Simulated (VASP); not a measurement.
Computed with PBE GGA, VASP's PBE PAW potentials (set 64) (plane waves; VASP).

VASP input:

### INCAR
```
SYSTEM = CuZn
PREC = Accurate; ENCUT = 480; LREAL = F
LASPH = T
EDIFF = 1E-6; NELM = 100; ALGO = Normal
LMAXMIX = 4
ISMEAR = 1; SIGMA = 0.1
GGA = PE
IBRION = 2; NSW = 60; ISIF = 3
EDIFFG = -0.01
LWAVE = F; LCHARG = F
```

File KPOINTS:
```
kpoints
0
Gamma
  11 11 11
0 0 0
```

### POSCAR
```
CuZn
1
    2.9500000000     0.0000000000     0.0000000000
    0.0000000000     2.9500000000     0.0000000000
    0.0000000000     0.0000000000     2.9500000000
Zn Cu
1 1
Direct
  0.5000000000   0.5000000000   0.5000000000
  0.0000000000   0.0000000000   0.0000000000
```

POTCAR, in this order: Zn Cu (PBE.64 set). Program: vasp_std.

The run wrote:

File OSZICAR:
```
       N       E                     dE             d eps       ncg     rms          rms(c)
DAV:   1     0.105761931056E+03    0.10576E+03   -0.11014E+04  1752   0.240E+03
DAV:   2    -0.313479033240E+01   -0.10890E+03   -0.10602E+03  1680   0.316E+02
DAV:   3    -0.607044537149E+01   -0.29357E+01   -0.29131E+01  2086   0.705E+01
DAV:   4    -0.609029829486E+01   -0.19853E-01   -0.19851E-01  1890   0.504E+00
DAV:   5    -0.609057125202E+01   -0.27296E-03   -0.27295E-03  2309   0.635E-01    0.945E+00
DAV:   6    -0.592833074538E+01    0.16224E+00   -0.16992E+01  1826   0.108E+02    0.598E+00
DAV:   7    -0.501991481943E+01    0.90842E+00   -0.37751E+00  1792   0.102E+02    0.221E+00
DAV:   8    -0.502303919886E+01   -0.31244E-02   -0.18702E-01  2253   0.608E+00    0.125E+00
DAV:   9    -0.501360742966E+01    0.94318E-02   -0.21102E-02  2072   0.379E+00    0.504E-02
DAV:  10    -0.501362358597E+01   -0.16156E-04   -0.49714E-04  2140   0.335E-01    0.265E-02
DAV:  11    -0.501362749351E+01   -0.39075E-05   -0.13734E-05  2359   0.764E-02    0.135E-02
DAV:  12    -0.501362609448E+01    0.13990E-05   -0.10346E-06  1218   0.365E-02    0.229E-03
DAV:  13    -0.501362614124E+01   -0.46762E-07   -0.49095E-07  1120   0.203E-02
   1 F= -.50136261E+01 E0= -.50137187E+01  d E =-.501363E+01
       N       E                     dE             d eps       ncg     rms          rms(c)
DAV:   1    -0.521868899032E+01   -0.20506E+00   -0.28022E+00  1680   0.413E+01    0.347E+00
DAV:   2    -0.508698385939E+01    0.13171E+00   -0.15296E+00  1687   0.319E+01    0.164E+00
DAV:   3    -0.502821204904E+01    0.58772E-01   -0.41196E-01  1716   0.185E+01    0.979E-01
DAV:   4    -0.501810567454E+01    0.10106E-01   -0.22829E-02  2162   0.444E+00    0.376E-01
DAV:   5    -0.501540095330E+01    0.27047E-02   -0.24425E-03  2680   0.903E-01    0.317E-02
DAV:   6    -0.501538989585E+01    0.11057E-04   -0.16850E-04  2314   0.289E-01    0.983E-03
DAV:   7    -0.501539593547E+01   -0.60396E-05   -0.47856E-06  2108   0.389E-02    0.146E-03
DAV:   8    -0.501539642155E+01   -0.48608E-06   -0.11499E-06  1098   0.175E-02
   2 F= -.50153964E+01 E0= -.50154340E+01  d E =-.177028E-02
       N       E                     dE             d eps       ncg     rms          rms(c)
DAV:   1    -0.503774419221E+01   -0.22348E-01   -0.29069E-01  1680   0.130E+01    0.116E+00
DAV:   2    -0.502480405879E+01    0.12940E-01   -0.18438E-01  1694   0.112E+01    0.578E-01
DAV:   3    -0.501700460540E+01    0.77995E-02   -0.47238E-02  1708   0.679E+00    0.295E-01
DAV:   4    -0.501613061087E+01    0.87399E-03   -0.22772E-03  2259   0.130E+00    0.120E-01
DAV:   5    -0.501585734612E+01    0.27326E-03   -0.21019E-04  2691   0.264E-01    0.750E-03
DAV:   6    -0.501585692878E+01    0.41734E-06   -0.10510E-05  2195   0.544E-02    0.362E-03
DAV:   7    -0.501585595331E+01    0.97547E-06   -0.22504E-07   917   0.110E-02
   3 F= -.50158560E+01 E0= -.50159163E+01  d E =-.222981E-02
```

**OUTCAR**
```
------------------------ aborting loop because EDIFF is reached ----------------------------------------
  FORCE on cell =-STRESS in cart. coord.  units (eV):
  Direction    XX          YY          ZZ          XY          YZ          ZX
  --------------------------------------------------------------------------------------
  Total        0.0069543      0.0069543      0.0069543      0.0000000      0.0000000     -0.0000000
  in kB        0.4275468      0.4275468      0.4275468      0.0000000      0.0000000     -0.0000000
  external PRESSURE =       0.4275468 kB  Pullay stress =       0.0000000 kB
  volume of cell :       26.06
      direct lattice vectors                 reciprocal lattice vectors
     2.964790854 -0.000000000  0.000000000     0.337291920  0.000000000 -0.000000000
    -0.000000000  2.964790854 -0.000000000     0.000000000  0.337291920  0.000000000
     0.000000000 -0.000000000  2.964790854     0.000000000  0.000000000  0.337291920
 POSITION                                       TOTAL-FORCE (eV/Angst)
 -----------------------------------------------------------------------------------
      1.48240      1.48240      1.48240        -0.000000     -0.000000      0.000000
      0.00000      0.00000      0.00000         0.000000      0.000000      0.000000
 -----------------------------------------------------------------------------------
    total drift:                                0.000000      0.000000     -0.000000
  FREE ENERGIE OF THE ION-ELECTRON SYSTEM (eV)
  ---------------------------------------------------
  free  energy   TOTEN  =        -5.0158559533 eV

  energy  without entropy=       -5.0160369717  energy(sigma->0) =       -5.01591629

 reached required accuracy - stopping structural energy minimisation
```
(Selected blocks of OUTCAR.)

### CONTCAR
```
CuZn
   1.00000000000000
     2.9647908539502250   -0.0000000000000000    0.0000000000000000
    -0.0000000000000000    2.9647908539502250   -0.0000000000000000
     0.0000000000000000   -0.0000000000000000    2.9647908539502250
  Zn              Cu
     1     1
Direct
     0.5000000000000000    0.5000000000000000    0.5000000000000000
     0.0000000000000000    0.0000000000000000    0.0000000000000000
```

The compound is CuZn in the CsCl type structure. This run relaxes it. Symmetry was kept, so distortions that lower it aren't found. The electron count is odd and the run is not spin-polarised, which forces a metal.
